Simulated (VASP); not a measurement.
OSZICAR of a VASP run on Mo16C:

File OSZICAR:
```
       N       E                     dE             d eps       ncg     rms          rms(c)
DAV:   1    -0.171360325537E+03   -0.17136E+03   -0.64503E-03  3624   0.227E-01    0.191E-01
DAV:   2    -0.171516168348E+03   -0.15584E+00   -0.90486E-01  3632   0.271E+00    0.191E+00
DAV:   3    -0.171356577063E+03    0.15959E+00   -0.71998E-01  3808   0.257E+00    0.177E-01
DAV:   4    -0.171358792211E+03   -0.22151E-02   -0.23728E-02  2968   0.331E-01    0.498E-02
DAV:   5    -0.171358967340E+03   -0.17513E-03   -0.22506E-03  3192   0.112E-01    0.265E-02
DAV:   6    -0.171358985195E+03   -0.17855E-04   -0.34510E-04  3120   0.423E-02    0.135E-02
DAV:   7    -0.171358987852E+03   -0.26576E-05   -0.60665E-05  2880   0.145E-02    0.886E-03
DAV:   8    -0.171358987667E+03    0.18540E-06   -0.16155E-05  1776   0.800E-03    0.541E-03
DAV:   9    -0.171358987673E+03   -0.62755E-08   -0.69945E-06  1896   0.613E-03
   1 F= -.17135899E+03 E0= -.17136217E+03  d E =0.955814E-02
```

Task: Which electronic solver shows in the log?

Result: It is blocked Davidson (ALGO = Normal, or the opening steps of other solvers). The INCAR had ALGO = Normal.

Task: Can the final energy be trusted as converged?

Result: The run converged. It stopped with EDIFF = 1E-6, NELM = 100 (PBE GGA, plane waves, VASP's PBE PAW potentials (set 64)). The run did not end as a converged relaxation.

The cell is a thin slab with vacuum, built from Mo (bcc): (110) face, C adsorbed.
